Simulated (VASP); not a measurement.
Computed with r2SCAN meta-GGA, VASP's PBE PAW potentials (set 64) (plane waves; VASP 6.6.1).

Input for VASP

### POSCAR
```
Cu
1.0
  0.0000000000   1.6870366656   1.6870366656
  1.6870366656   0.0000000000   1.6870366656
  1.6870366656   1.6870366656   0.0000000000
Cu
1
Cartesian
  1.6870366656   1.6870366656   3.3740733312
```

**INCAR**
```
SYSTEM=Cu
PREC=Accurate; ENCUT=500; LREAL=.False.
LASPH=.True.
EDIFF=1E-6; NELM=100; ALGO=Normal
LMAXMIX=4; LMIXTAU=.True.
ISMEAR=1; SIGMA=0.1
METAGGA=R2SCAN
IBRION=2; NSW=40; ISIF=3
EDIFFG=-0.02; PSTRESS=450
LWAVE=.False.; LCHARG=.False.
```

**KPOINTS**
```
Automatic mesh
0
Gamma
18 18 18
0 0 0
```

POTCAR, in this order: Cu (PBE.64 set). Program: vasp_std.

The run wrote:

**OUTCAR**
```
 ion  position               nearest neighbor table
   1  0.000  0.000  0.000-
  LATTYP: Found a face centered cubic cell.
 ALAT       =     3.3740733312
 Subroutine PRICEL returns:
 Original cell was already a primitive cell.
 Subroutine GETGRP returns: Found 48 space group operations
The static configuration has the point symmetry O_h .
The dynamic configuration has the point symmetry O_h .
 Subroutine INISYM returns: Found 48 space group operations
 Subroutine IBZKPT returns following result:
 Found    195 irreducible k-points:

 Following reciprocal coordinates:
            Coordinates               Weight
  0.000000  0.000000  0.000000      1.000000
  0.055556  0.000000  0.000000      8.000000
  0.111111  0.000000  0.000000      8.000000
  0.166667  0.000000  0.000000      8.000000
  0.222222  0.000000  0.000000      8.000000
  0.277778  0.000000  0.000000      8.000000
  0.333333  0.000000  0.000000      8.000000
  0.388889  0.000000  0.000000      8.000000
  0.444444  0.000000  0.000000      8.000000
  0.500000  0.000000  0.000000      4.000000
  0.055556  0.055556  0.000000      6.000000
  0.111111  0.055556  0.000000     24.000000
  0.166667  0.055556  0.000000     24.000000
  0.222222  0.055556  0.000000     24.000000
  0.277778  0.055556  0.000000     24.000000
  0.333333  0.055556  0.000000     24.000000
  0.388889  0.055556  0.000000     24.000000
  0.444444  0.055556  0.000000     24.000000
  0.500000  0.055556  0.000000     24.000000
 -0.444444  0.055556  0.000000     24.000000
 -0.388889  0.055556  0.000000     24.000000
 -0.333333  0.055556  0.000000     24.000000
 -0.277778  0.055556  0.000000     24.000000
 -0.222222  0.055556  0.000000     24.000000
 -0.166667  0.055556  0.000000     24.000000
 -0.111111  0.055556  0.000000     24.000000
 -0.055556  0.055556  0.000000     12.000000
  0.111111  0.111111  0.000000      6.000000
  0.166667  0.111111  0.000000     24.000000
  0.222222  0.111111  0.000000     24.000000
  0.277778  0.111111  0.000000     24.000000
  0.333333  0.111111  0.000000     24.000000
  0.388889  0.111111  0.000000     24.000000
  0.444444  0.111111  0.000000     24.000000
  0.500000  0.111111  0.000000     24.000000
 -0.444444  0.111111  0.000000     24.000000
 -0.388889  0.111111  0.000000     24.000000
 -0.333333  0.111111  0.000000     24.000000
 -0.277778  0.111111  0.000000     24.000000
 -0.222222  0.111111  0.000000     24.000000
   k-points           NKPTS =    195   k-points in BZ     NKDIM =    195   number of bands    NBANDS=      9
   number of dos      NEDOS =    301   number of ions     NIONS =      1
   total plane-waves  NPLWV =   5832
   dimension x,y,z NGX =    18 NGY =   18 NGZ =   18
   dimension x,y,z NGXF=    36 NGYF=   36 NGZF=   36
   ions per type =               1
   PREC   = accura    normal or accurate (medium, high low for compatibility)
   ISTART =      0    job   : 0-new  1-cont  2-samecut
   ICHARG =      2    charge: 1-file 2-atom 10-const
   ISPIN  =      1    spin polarized calculation?
   LNONCOLLINEAR =      F non collinear calculations
   LSORBIT =      F    spin-orbit coupling
   INIWAV =      1    electr: 0-lowe 1-rand  2-diag
   ENCUT  =  500.0 eV  36.75 Ry    6.06 a.u.   4.35  4.35  4.35*2*pi/ulx,y,z
   NELM   =    100;   NELMIN=  2; NELMDL= -5     # of ELM steps
   EDIFF  = 0.1E-05   stopping-criterion for ELM
   LREAL  =      F    real-space projection
   NLSPLINE    = F    spline interpolate recip. space projectors
   LMAXMIX     =    4 max onsite mixed and CHGCAR
   VOSKOWN=      0    Vosko Wilk Nusair interpolation
...
```

**OSZICAR**
```
       N       E                     dE             d eps       ncg     rms          rms(c)
DAV:   1     0.252185589696E+02    0.25219E+02   -0.56569E+03  3719   0.213E+03
DAV:   2    -0.125699661963E+02   -0.37789E+02   -0.35822E+02  3552   0.201E+02
DAV:   3    -0.130006514549E+02   -0.43069E+00   -0.42998E+00  4288   0.309E+01
DAV:   4    -0.130036108367E+02   -0.29594E-02   -0.29591E-02  4192   0.220E+00
DAV:   5    -0.130036487912E+02   -0.37954E-04   -0.37954E-04  4176   0.206E-01    0.784E+00
DAV:   6    -0.109013796671E+02    0.21023E+01   -0.22488E+01  3748   0.120E+02    0.447E+00
DAV:   7    -0.106271735369E+02    0.27421E+00   -0.50060E+00  3795   0.521E+01    0.108E+00
DAV:   8    -0.105984394606E+02    0.28734E-01   -0.99657E-03  3747   0.138E+00    0.476E-01
DAV:   9    -0.106021527394E+02   -0.37133E-02   -0.65517E-02  4074   0.590E+00    0.157E-01
DAV:  10    -0.106019124679E+02    0.24027E-03   -0.75177E-04  3807   0.682E-01    0.110E-01
DAV:  11    -0.106018705720E+02    0.41896E-04   -0.16518E-03  4334   0.792E-01    0.168E-02
DAV:  12    -0.106019290021E+02   -0.58430E-04   -0.55412E-05  3686   0.114E-01    0.645E-03
DAV:  13    -0.106019357999E+02   -0.67978E-05   -0.25917E-05  3642   0.926E-02    0.603E-03
DAV:  14    -0.106019365264E+02   -0.72658E-06   -0.16146E-06  2091   0.265E-02
   1 F= -.79047841E+01 E0= -.79049239E+01  d E =-.790478E+01
       N       E                     dE             d eps       ncg     rms          rms(c)
DAV:   1    -0.106135214141E+02   -0.11586E-01   -0.50679E-02  3701   0.608E+00    0.401E-01
DAV:   2    -0.106114952406E+02    0.20262E-02   -0.30693E-02  3729   0.414E+00    0.119E-01
DAV:   3    -0.106111129732E+02    0.38227E-03   -0.44582E-03  3697   0.155E+00    0.679E-02
DAV:   4    -0.106110327198E+02    0.80253E-04   -0.64739E-04  4196   0.428E-01    0.266E-02
DAV:   5    -0.106110621772E+02   -0.29457E-04   -0.14310E-04  3812   0.239E-01    0.106E-03
DAV:   6    -0.106110628745E+02   -0.69734E-06   -0.11469E-06  2462   0.212E-02
   2 F= -.79046566E+01 E0= -.79047987E+01  d E =0.127491E-03
       N       E                     dE             d eps       ncg     rms          rms(c)
DAV:   1    -0.106051416387E+02    0.59205E-02   -0.36454E-02  3705   0.513E+00    0.345E-01
DAV:   2    -0.106036501042E+02    0.14915E-02   -0.22842E-02  3723   0.358E+00    0.105E-01
DAV:   3    -0.106033785739E+02    0.27153E-03   -0.33843E-03  3683   0.135E+00    0.567E-02
DAV:   4    -0.106033167981E+02    0.61776E-04   -0.43689E-04  4101   0.345E-01    0.214E-02
DAV:   5    -0.106033420889E+02   -0.25291E-04   -0.10746E-04  3789   0.203E-01    0.166E-03
DAV:   6    -0.106033422800E+02   -0.19112E-06   -0.16590E-06  2328   0.267E-02
   3 F= -.79047816E+01 E0= -.79049215E+01  d E =0.245982E-05
```

**OUTCAR**
```
------------------------ aborting loop because EDIFF is reached ----------------------------------------
  FORCE on cell =-STRESS in cart. coord.  units (eV):
  Direction    XX          YY          ZZ          XY          YZ          ZX
  --------------------------------------------------------------------------------------
  Total        2.6817113      2.6817113      2.6817113     -0.0000000      0.0000000      0.0000000
  in kB      447.1902829    447.1902829    447.1902829     -0.0000000      0.0000000      0.0000000
  external PRESSURE =      -2.8097171 kB  Pullay stress =     450.0000000 kB
  volume of cell :        9.61
      direct lattice vectors                 reciprocal lattice vectors
     0.000000000  1.687330221  1.687330221    -0.296326110  0.296326110  0.296326110
     1.687330221 -0.000000000  1.687330221     0.296326110 -0.296326110  0.296326110
     1.687330221  1.687330221  0.000000000     0.296326110  0.296326110 -0.296326110
 POSITION                                       TOTAL-FORCE (eV/Angst)
 -----------------------------------------------------------------------------------
      0.00000     -0.00000      0.00000        -0.000000     -0.000000      0.000000
 -----------------------------------------------------------------------------------
    total drift:                                0.000000     -0.000000      0.000000
  FREE ENERGIE OF THE ION-ELECTRON SYSTEM (eV)
  ---------------------------------------------------
  free  energy   TOTEN  =       -10.6033422800 eV

  energy  without entropy=      -10.6037619943  energy(sigma->0) =      -10.60348218
  enthalpy is  TOTEN    =        -7.9047816350 eV   P V=        2.6985606451

 reached required accuracy - stopping structural energy minimisation
```
(Selected blocks of OUTCAR.)

CONTCAR:
```
Cu
   1.00000000000000
     0.0000000000000000    1.6873302214144048    1.6873302214144048
     1.6873302214144048   -0.0000000000000000    1.6873302214144048
     1.6873302214144048    1.6873302214144048    0.0000000000000000
  Cu
     1
Direct
     0.0000000000000000    0.0000000000000000    0.0000000000000000
```

The compound is Cu in the fcc structure. This run relaxes it under an external pressure of 45 GPa. Symmetry was kept, so distortions that lower it aren't found.
